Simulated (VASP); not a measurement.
Level of theory: vdW-DF-cx, VASP's PBE PAW potentials (set 64) (plane waves; VASP 6.6.1).

VASP ran on this input.

File KPOINTS:
```
Automatic mesh
0
Gamma
11 11 11
0 0 0
```

**INCAR**
```
SYSTEM = LiF
PREC = Accurate; ENCUT = 520; LREAL = .False.
LASPH = .True.
EDIFF = 1E-7; NELM = 100; ALGO = Normal
ISMEAR = 0; SIGMA = 0.05
GGA = CX; LUSE_VDW = .True.; AGGAC = 0.0
ISIF = 2
LWAVE = .False.; LCHARG = .False.
```

### POSCAR
```
LiF
1
    0.0000000000     2.0178737511     2.0178737511
    2.0178737511     0.0000000000     2.0178737511
    2.0178737511     2.0178737511     0.0000000000
Li F
1 1
Direct
  0.0000000000   0.0000000000   0.0000000000
  0.5000000000   0.5000000000   0.5000000000
```

POTCAR, in this order: Li_sv F (PBE.64 set). Program: vasp_std.

**Question.** What does the run give for the energy per atom (σ→0), band gap (on the k-mesh)?

**Answer.** 
The energy per atom (σ→0) is -3.426 eV/atom and the band gap (on the k-mesh) is 9.20 eV.

File OSZICAR:
```
...
DAV:   7    -0.684569795643E+01   -0.24822E-02   -0.16893E-02  1278   0.154E+00    0.858E-01
DAV:   8    -0.685264506438E+01   -0.69471E-02   -0.19060E-02  1302   0.186E+00    0.103E-01
DAV:   9    -0.685281974560E+01   -0.17468E-03   -0.12796E-03  1175   0.390E-01    0.461E-02
DAV:  10    -0.685288422235E+01   -0.64477E-04   -0.20646E-04  1121   0.131E-01    0.111E-02
DAV:  11    -0.685288691147E+01   -0.26891E-05   -0.69447E-06  1339   0.304E-02    0.165E-03
DAV:  12    -0.685288677028E+01    0.14120E-06   -0.68432E-07  1094   0.967E-03    0.120E-03
DAV:  13    -0.685288685525E+01   -0.84976E-07   -0.11149E-07   891   0.306E-03
   1 F= -.68528869E+01 E0= -.68528869E+01  d E =-.353498E-11
```

The compound is LiF in the rock salt structure. It was relaxed first.
